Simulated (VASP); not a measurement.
Calculation: PBE GGA, VASP's PBE PAW potentials (set 64) (plane waves; VASP).

Input for VASP

File KPOINTS:
```
Automatic
0
Gamma
1 1 1
0 0 0
```

File POSCAR:
```
In31P33
1
   11.9995217336     0.0000000000     0.0000000000
    0.0000000000    11.9995217336    -0.0000000000
   -0.0000000000    -0.0000000000    11.9995217336
In P
31 33
Direct
  0.5000000000   0.0000000000   0.0000000000
  0.7500000000   0.2500000000   0.0000000000
  0.7500000000   0.0000000000   0.2500000000
  0.0000000000   0.0000000000   0.0000000000
  0.2500000000   0.2500000000   0.0000000000
  0.5000000000   0.5000000000   0.0000000000
  0.7500000000   0.7500000000   0.0000000000
  0.2500000000   0.0000000000   0.2500000000
  0.5000000000   0.2500000000   0.2500000000
  0.7500000000   0.5000000000   0.2500000000
  0.5000000000   0.0000000000   0.5000000000
  0.7500000000   0.2500000000   0.5000000000
  0.7500000000   0.0000000000   0.7500000000
  0.0000000000   0.5000000000   0.0000000000
  0.2500000000   0.7500000000   0.0000000000
  0.0000000000   0.2500000000   0.2500000000
  0.2500000000   0.5000000000   0.2500000000
  0.5000000000   0.7500000000   0.2500000000
  0.0000000000   0.0000000000   0.5000000000
  0.2500000000   0.2500000000   0.5000000000
  0.7500000000   0.7500000000   0.5000000000
  0.2500000000   0.0000000000   0.7500000000
  0.5000000000   0.2500000000   0.7500000000
  0.7500000000   0.5000000000   0.7500000000
  0.0000000000   0.7500000000   0.2500000000
  0.0000000000   0.5000000000   0.5000000000
  0.2500000000   0.7500000000   0.5000000000
  0.0000000000   0.2500000000   0.7500000000
  0.2500000000   0.5000000000   0.7500000000
  0.5000000000   0.7500000000   0.7500000000
  0.0000000000   0.7500000000   0.7500000000
  0.6250000000   0.1250000000   0.1250000000
  0.8750000000   0.3750000000   0.1250000000
  0.8750000000   0.1250000000   0.3750000000
  0.1250000000   0.1250000000   0.1250000000
  0.3750000000   0.3750000000   0.1250000000
  0.6250000000   0.6250000000   0.1250000000
  0.8750000000   0.8750000000   0.1250000000
  0.3750000000   0.1250000000   0.3750000000
  0.6208970000   0.3719300000   0.3762380000
  0.8750000000   0.6250000000   0.3750000000
  0.6250000000   0.1250000000   0.6250000000
  0.8750000000   0.3750000000   0.6250000000
  0.8750000000   0.1250000000   0.8750000000
  0.1250000000   0.6250000000   0.1250000000
  0.3750000000   0.8750000000   0.1250000000
  0.1250000000   0.3750000000   0.3750000000
  0.3710420000   0.6224310000   0.3729800000
  0.6250000000   0.8750000000   0.3750000000
  0.1250000000   0.1250000000   0.6250000000
  0.3780200000   0.3708310000   0.6218020000
  0.4982190000   0.5003390000   0.4967140000
  0.6274330000   0.6224610000   0.6245080000
  0.8750000000   0.8750000000   0.6250000000
  0.3750000000   0.1250000000   0.8750000000
  0.6250000000   0.3750000000   0.8750000000
  0.8750000000   0.6250000000   0.8750000000
  0.1250000000   0.8750000000   0.3750000000
  0.1250000000   0.6250000000   0.6250000000
  0.3750000000   0.8750000000   0.6250000000
  0.1250000000   0.3750000000   0.8750000000
  0.3750000000   0.6250000000   0.8750000000
  0.6250000000   0.8750000000   0.8750000000
  0.1250000000   0.8750000000   0.8750000000
```

### INCAR
```
ALGO = Fast
EDIFF = 1E-5
EDIFFG = -0.03
ENCUT = 400
GGA = PE
IBRION = 2
ISIF = 2
ISMEAR = 0
ISYM = 0
LASPH = .True.
LCHARG = .False.
LMAXMIX = 4
LREAL = Auto
LWAVE = .True.
NELM = 100
NELMIN = 4
NSW = 60
PREC = Normal
SIGMA = 0.05
SYSTEM = In31P33
```

POTCAR, in this order: In P (PBE.64 set). Program: vasp_gam.

The resulting files:

File OSZICAR:
```
...
DAV:   1    -0.264754144308E+03   -0.12143E-01   -0.20275E+01   336   0.693E+00    0.287E+00
RMM:   2    -0.264892334090E+03   -0.13819E+00   -0.15583E+00   324   0.228E+00    0.696E-01
RMM:   3    -0.264917378987E+03   -0.25045E-01   -0.27764E-01   333   0.107E+00    0.496E-01
RMM:   4    -0.264918957734E+03   -0.15787E-02   -0.52036E-02   360   0.478E-01    0.467E-01
RMM:   5    -0.264918625937E+03    0.33180E-03   -0.83692E-03   338   0.194E-01    0.183E-01
RMM:   6    -0.264918810846E+03   -0.18491E-03   -0.36950E-03   327   0.112E-01    0.109E-01
RMM:   7    -0.264918739669E+03    0.71177E-04   -0.91894E-04   333   0.547E-02    0.272E-02
RMM:   8    -0.264918774895E+03   -0.35226E-04   -0.33606E-04   343   0.302E-02    0.293E-02
RMM:   9    -0.264918771816E+03    0.30787E-05   -0.77846E-05   281   0.149E-02
   3 F= -.26491877E+03 E0= -.26491877E+03  d E =-.452050E+00
       N       E                     dE             d eps       ncg     rms          rms(c)
DAV:   1    -0.265028372581E+03   -0.10960E+00   -0.86472E+00   326   0.451E+00    0.177E+00
RMM:   2    -0.265083158571E+03   -0.54786E-01   -0.64155E-01   324   0.145E+00    0.485E-01
RMM:   3    -0.265093197868E+03   -0.10039E-01   -0.11981E-01   334   0.667E-01    0.274E-01
RMM:   4    -0.265093632610E+03   -0.43474E-03   -0.20345E-02   354   0.285E-01    0.196E-01
RMM:   5    -0.265093499272E+03    0.13334E-03   -0.40867E-03   326   0.127E-01    0.412E-02
RMM:   6    -0.265093605089E+03   -0.10582E-03   -0.14403E-03   376   0.662E-02    0.354E-02
RMM:   7    -0.265093624391E+03   -0.19302E-04   -0.20189E-04   315   0.234E-02    0.248E-02
RMM:   8    -0.265093626024E+03   -0.16333E-05   -0.25228E-05   216   0.935E-03
   4 F= -.26509363E+03 E0= -.26509363E+03  d E =-.174854E+00
       N       E                     dE             d eps       ncg     rms          rms(c)
DAV:   1    -0.265054875419E+03    0.38749E-01   -0.14429E+01   334   0.573E+00    0.253E+00
RMM:   2    -0.265151074168E+03   -0.96199E-01   -0.10898E+00   324   0.187E+00    0.676E-01
RMM:   3    -0.265166919320E+03   -0.15845E-01   -0.19630E-01   330   0.857E-01    0.352E-01
RMM:   4    -0.265168514054E+03   -0.15947E-02   -0.38011E-02   363   0.369E-01    0.310E-01
RMM:   5    -0.265168150626E+03    0.36343E-03   -0.53678E-03   329   0.149E-01    0.897E-02
RMM:   6    -0.265168299952E+03   -0.14933E-03   -0.21103E-03   333   0.839E-02    0.552E-02
RMM:   7    -0.265168327059E+03   -0.27107E-04   -0.70831E-04   343   0.409E-02    0.358E-02
RMM:   8    -0.265168322551E+03    0.45081E-05   -0.15484E-04   291   0.215E-02    0.191E-02
RMM:   9    -0.265168322921E+03   -0.36940E-06   -0.52140E-05   239   0.118E-02
   5 F= -.26516832E+03 E0= -.26516832E+03  d E =-.249551E+00
       N       E                     dE             d eps       ncg     rms          rms(c)
DAV:   1    -0.265167634624E+03    0.68793E-03   -0.21381E-01   360   0.691E-01    0.280E-01
RMM:   2    -0.265169124910E+03   -0.14903E-02   -0.16723E-02   324   0.230E-01    0.816E-02
RMM:   3    -0.265169349578E+03   -0.22467E-03   -0.28753E-03   329   0.106E-01    0.466E-02
RMM:   4    -0.265169382671E+03   -0.33093E-04   -0.62621E-04   340   0.469E-02    0.397E-02
RMM:   5    -0.265169381336E+03    0.13357E-05   -0.89503E-05   272   0.187E-02
   6 F= -.26516938E+03 E0= -.26516938E+03  d E =-.250610E+00
       N       E                     dE             d eps       ncg     rms          rms(c)
DAV:   1    -0.265195184583E+03   -0.25802E-01   -0.13134E+00   340   0.202E+00    0.707E-01
RMM:   2    -0.265203167267E+03   -0.79827E-02   -0.10190E-01   324   0.661E-01    0.175E-01
RMM:   3    -0.265204916778E+03   -0.17495E-02   -0.20984E-02   346   0.310E-01    0.160E-01
RMM:   4    -0.265204713812E+03    0.20297E-03   -0.27206E-03   326   0.128E-01    0.721E-02
RMM:   5    -0.265204736564E+03   -0.22752E-04   -0.91936E-04   334   0.653E-02    0.310E-02
RMM:   6    -0.265204752631E+03   -0.16067E-04   -0.25057E-04   367   0.306E-02    0.206E-02
RMM:   7    -0.265204756581E+03   -0.39499E-05   -0.36883E-05   251   0.125E-02
   7 F= -.26520476E+03 E0= -.26520476E+03  d E =-.353752E-01
       N       E                     dE             d eps       ncg     rms          rms(c)
DAV:   1    -0.265206098351E+03   -0.13457E-02   -0.45128E-01   366   0.119E+00    0.416E-01
RMM:   2    -0.265208873114E+03   -0.27748E-02   -0.35196E-02   324   0.389E-01    0.103E-01
RMM:   3    -0.265209466657E+03   -0.59354E-03   -0.71356E-03   342   0.182E-01    0.922E-02
RMM:   4    -0.265209405744E+03    0.60912E-04   -0.97271E-04   327   0.768E-02    0.421E-02
RMM:   5    -0.265209414882E+03   -0.91378E-05   -0.30914E-04   335   0.384E-02    0.189E-02
RMM:   6    -0.265209421029E+03   -0.61468E-05   -0.85264E-05   312   0.178E-02
   8 F= -.26520942E+03 E0= -.26520942E+03  d E =-.400397E-01
       N       E                     dE             d eps       ncg     rms          rms(c)
DAV:   1    -0.265218502011E+03   -0.90871E-02   -0.47080E-01   340   0.121E+00    0.432E-01
RMM:   2    -0.265220751092E+03   -0.22491E-02   -0.34428E-02   325   0.383E-01    0.116E-01
RMM:   3    -0.265221346868E+03   -0.59578E-03   -0.79421E-03   355   0.181E-01    0.958E-02
RMM:   4    -0.265221241808E+03    0.10506E-03   -0.90544E-04   326   0.723E-02    0.429E-02
RMM:   5    -0.265221255115E+03   -0.13307E-04   -0.41827E-04   326   0.410E-02    0.179E-02
RMM:   6    -0.265221249171E+03    0.59435E-05   -0.83220E-05   322   0.196E-02
   9 F= -.26522125E+03 E0= -.26522125E+03  d E =-.118281E-01
       N       E                     dE             d eps       ncg     rms          rms(c)
DAV:   1    -0.265221775508E+03   -0.52039E-03   -0.44405E-02   384   0.372E-01    0.135E-01
RMM:   2    -0.265222014374E+03   -0.23887E-03   -0.34110E-03   324   0.120E-01    0.354E-02
RMM:   3    -0.265222075388E+03   -0.61015E-04   -0.77030E-04   355   0.569E-02    0.308E-02
RMM:   4    -0.265222065917E+03    0.94712E-05   -0.89933E-05   324   0.229E-02
  10 F= -.26522207E+03 E0= -.26522207E+03  d E =-.126449E-01
       N       E                     dE             d eps       ncg     rms          rms(c)
DAV:   1    -0.265224147503E+03   -0.20721E-02   -0.19781E-01   340   0.769E-01    0.267E-01
RMM:   2    -0.265225361230E+03   -0.12137E-02   -0.14497E-02   324   0.248E-01    0.612E-02
RMM:   3    -0.265225655454E+03   -0.29422E-03   -0.31159E-03   349   0.118E-01    0.596E-02
RMM:   4    -0.265225643299E+03    0.12155E-04   -0.38610E-04   336   0.485E-02    0.361E-02
RMM:   5    -0.265225641406E+03    0.18930E-05   -0.19468E-04   323   0.266E-02    0.105E-02
RMM:   6    -0.265225639491E+03    0.19146E-05   -0.28577E-05   222   0.127E-02
  11 F= -.26522564E+03 E0= -.26522564E+03  d E =-.357357E-02
       N       E                     dE             d eps       ncg     rms          rms(c)
DAV:   1    -0.265225765054E+03   -0.12365E-03   -0.20679E-02   376   0.249E-01    0.867E-02
RMM:   2    -0.265225902441E+03   -0.13739E-03   -0.15849E-03   324   0.817E-02    0.195E-02
RMM:   3    -0.265225930907E+03   -0.28467E-04   -0.31072E-04   342   0.383E-02    0.196E-02
RMM:   4    -0.265225929562E+03    0.13451E-05   -0.43119E-05   262   0.162E-02
  12 F= -.26522593E+03 E0= -.26522593E+03  d E =-.386365E-02
       N       E                     dE             d eps       ncg     rms          rms(c)
DAV:   1    -0.265226687223E+03   -0.75632E-03   -0.79164E-02   360   0.492E-01    0.159E-01
RMM:   2    -0.265227110312E+03   -0.42309E-03   -0.52625E-03   324   0.153E-01    0.359E-02
RMM:   3    -0.265227221661E+03   -0.11135E-03   -0.11543E-03   346   0.730E-02    0.400E-02
RMM:   4    -0.265227218373E+03    0.32881E-05   -0.13966E-04   326   0.297E-02    0.262E-02
RMM:   5    -0.265227218086E+03    0.28745E-06   -0.97916E-05   323   0.180E-02
  13 F= -.26522722E+03 E0= -.26522722E+03  d E =-.128852E-02
```

### OUTCAR
```
------------------------ aborting loop because EDIFF is reached ----------------------------------------
  FORCE on cell =-STRESS in cart. coord.  units (eV):
  Direction    XX          YY          ZZ          XY          YZ          ZX
  --------------------------------------------------------------------------------------
  Total        2.9816595      2.9966903      3.0110558      0.0337228      0.0544847      0.0080197
  in kB        2.7648834      2.7788214      2.7921425      0.0312710      0.0505234      0.0074366
  external PRESSURE =       2.7786157 kB  Pullay stress =       0.0000000 kB
  volume of cell :     1727.79
      direct lattice vectors                 reciprocal lattice vectors
    11.999521734  0.000000000  0.000000000     0.083336655  0.000000000  0.000000000
     0.000000000 11.999521734  0.000000000     0.000000000  0.083336655  0.000000000
     0.000000000  0.000000000 11.999521734     0.000000000  0.000000000  0.083336655
  FREE ENERGIE OF THE ION-ELECTRON SYSTEM (eV)
  ---------------------------------------------------
  free  energy   TOTEN  =      -265.2272180857 eV

  energy  without entropy=     -265.2272180857  energy(sigma->0) =     -265.22721809

 reached required accuracy - stopping structural energy minimisation
```
(Selected blocks of OUTCAR.)

**CONTCAR**
```
In31P33
   1.00000000000000
    11.9995217336000000    0.0000000000000000    0.0000000000000000
     0.0000000000000000   11.9995217336000000    0.0000000000000000
     0.0000000000000000    0.0000000000000000   11.9995217336000000
  In              P
    31    33
Direct
     0.5000245556628691    0.9996712531266597    0.9996482119763228
     0.7503371233701485    0.2495741771566279    0.0011440416385567
     0.7499900390689536    0.0010629828608638    0.2498036464907756
     0.9998624377527482    0.9995231982889339    0.9998980452160258
     0.2494865841022699    0.2493841453719773    0.9986687643377895
     0.4997567508305201    0.5000607107666470    0.9997012061575103
     0.7501922848798417    0.7501946453064985    0.9990871416887738
     0.2494002229780255    0.9985623388955297    0.2494276488443194
     0.4974999326166443    0.2520352004047121    0.2520533680213980
     0.7474370807457638    0.5018967023812950    0.2523411684083677
     0.4998806515214295    0.9995229471995312    0.4999824414969260
     0.7476584338245045    0.2522416756774242    0.5024787781472194
     0.7506074248341139    0.9987320639601305    0.7504617215711304
     0.9997828158807561    0.5003173524494020    0.9996842595008127
     0.2498036012790353    0.7501799394769292    0.0007428729860481
     0.9986093857112360    0.2493945454974008    0.2495721487984050
     0.2519370887537776    0.4974944035523938    0.2519321711330960
     0.5021108100672078    0.7474478964807026    0.2521371416246468
     0.9997884510631887    0.0000143102178410    0.5001003149420225
     0.2521859101268886    0.2520708688297170    0.4974721985014756
     0.7478237257750241    0.7476234787695138    0.4976174653543188
     0.2499303418761543    0.0011041544115270    0.7501485216829960
     0.5025011591446259    0.2521686227847582    0.7476377375236848
     0.7476658032593634    0.4975449465476912    0.7476493679028190
     0.0009121265001905    0.7501548529335103    0.2497384207058419
     0.9998978004447853    0.5000681273607928    0.4999856220188804
     0.2522673951179089    0.7475677009634402    0.5022450606927472
     0.0011301157739474    0.2495212244932134    0.7503383706820984
     0.2525363606845127    0.5018198447795698    0.7473006897403497
     0.4980406182669664    0.7472845005720747    0.7473496516585953
     0.9991204973445693    0.7501178524282343    0.7501940298646342
     0.6238373630740329    0.1271364927786682    0.1271837747030332
     0.8726721287444128    0.3760779868540381    0.1272459944617050
     0.8723537641068846    0.1273586796438033    0.3760980712446098
     0.1248446461251122    0.1248036238406222    0.1249279660442664
     0.3749425221662900    0.3749404154432693    0.1241859849517032
     0.6248660231966185    0.6245428521866911    0.1245081395046208
     0.8746068036745951    0.8748641541676609    0.1253119836497130
     0.3749411855092165    0.1241385650452778    0.3749400289567192
     0.6108552867866831    0.3886008870582455    0.3888655450727224
     0.8752492005712077    0.6245559310911808    0.3748886193459207
     0.6249679860799465    0.1241374595240245    0.6249132694852076
     0.8755643318112790    0.3749076612206199    0.6248729148625992
     0.8749380880083978    0.1250439014515614    0.8749387956444746
     0.1271049913466179    0.6241218445882958    0.1269855258709183
     0.3760035806985981    0.8724851463294732    0.1271658398190944
     0.1241753896386574    0.3749731205639762    0.3749525958941493
     0.3886278147822434    0.6108741276735511    0.3885974582367117
     0.6246019789787927    0.8749939338638604    0.3749985642122090
     0.1273469431141351    0.1272191403047957    0.6239449914870850
     0.3889982527876095    0.3885221315423858    0.6107630569798699
     0.4998196871114321    0.4998099533919079    0.4997413138750249
     0.6112069385650235    0.6107824167571541    0.6108492619921733
     0.8726970604723984    0.8724261119648651    0.6240086017565775
     0.3761034679668692    0.1273289676262710    0.8724927088582148
     0.6249000178977404    0.3750178473879882    0.8756248282742535
     0.8724262044582476    0.6240788331802024    0.8724240891149763
     0.1271460665652905    0.8725373781177429    0.3760982194030466
     0.1246585523825957    0.6245483952176292    0.6248790226505068
     0.3752350035289863    0.8748921312041311    0.6248271491412222
     0.1273135960402890    0.3760593711019646    0.8725334566142051
     0.3750539227488854    0.6246390429955221    0.8748589931535670
     0.6240703089677065    0.8723361828520471    0.8724724948009015
     0.1253043628352374    0.8748806490850293    0.8746005106294077
```

The supercell is sampled at Γ alone, which is coarse: total energies, pressure and levels can be off, energies of defects by several tenths of an eV.

The cell is a supercell with a defect, built from InP (zinc blende): P_In. The run is not spin-polarised, so no state with unpaired spins was tried.
